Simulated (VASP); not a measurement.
An input for Ansatz (written as the equivalent of a VASP run, and not itself run):

Ansatz 0.2 input:
```yaml
crystal:
  lattice:
    - [4.1441566, 0.0000000, 0.0000000]
    - [0.0000000, 4.1441566, 0.0000000]
    - [0.0000000, 0.0000000, 4.1441566]
  atoms:
    - { symbol: Zr, position: [0.0000000, 0.0000000, 0.0000000] }
    - { symbol: Pb, position: [0.5000000, 0.5000000, 0.5000000] }
    - { symbol: O, position: [0.5000000, 0.0000000, 0.0000000] }
    - { symbol: O, position: [0.0000000, 0.5000000, 0.0000000] }
    - { symbol: O, position: [0.0000000, 0.0000000, 0.5000000] }
kpoints:
  mp_grid: { grid: [5, 5, 5] }
hamiltonian:
  xc: r2scan
  pseudopotentials: { kind: paw }
scf:
  occupations: { method: gaussian, width: 0.05 }
  max_iter: 100
relax:
  max_steps: 60
  f_tol: 0.02
  cell: {}
output: { forces: true, stress: true, eigenvalues: true }
```

Question: Write the VASP files for the same calculation (r2SCAN).

Answer: Several could match; the one computed here: 
File POSCAR:
```
ZrPbO3
1.0
  4.1441566362   0.0000000000   0.0000000000
  0.0000000000   4.1441566362   0.0000000000
  0.0000000000   0.0000000000   4.1441566362
Zr Pb O
1 1 3
Cartesian
  0.0000000000   0.0000000000   0.0000000000
  2.0720783181   2.0720783181   2.0720783181
  2.0720783181   0.0000000000   0.0000000000
  0.0000000000   2.0720783181   0.0000000000
  0.0000000000   0.0000000000   2.0720783181
```

File KPOINTS:
```
Automatic mesh
0
Gamma
5 5 5
0 0 0
```

### INCAR
```
# general
SYSTEM   =  ZrPbO3
PREC     =  Accurate
ENCUT    =  520
LREAL    =  .FALSE.
LASPH    =  .TRUE.   # aspherical one-centre terms

# electronic loop
EDIFF    =  1E-6
NELM     =  100   # most electronic steps
ALGO     =  Normal   # blocked Davidson
LMAXMIX  =  4   # l cut-off of mixed one-centre charges
LMIXTAU  =  .TRUE.

# smearing
ISMEAR   =  0   # Gaussian
SIGMA    =  0.05   # width (eV)

# functional
METAGGA  =  R2SCAN

# ions
IBRION   =  2   # conjugate gradients
NSW      =  60   # most ionic steps
ISIF     =  3   # ions, shape and volume
EDIFFG   =  -0.02   # ionic stop

# output
LWAVE    =  .FALSE.
LCHARG   =  .FALSE.
```

POTCAR, in this order: Zr_sv Pb_d O (PBE.64 set). Program: vasp_std.

Limits of the translation: each code has its own PAW files, so the cut-off isn't converted (ENCUT is set for VASP's; basis.ecutwfc is left out, and Ansatz then takes the one that its files recommend); Ansatz stops its SCF on the density residual and VASP on the energy change (EDIFF).

The structure comes from a computed database's ZrPbO3 entry (Pm-3m); how it stands against other phases isn't given here. This run relaxes it. Symmetry was kept, so distortions that lower it aren't found. The start is the result of an earlier pass.
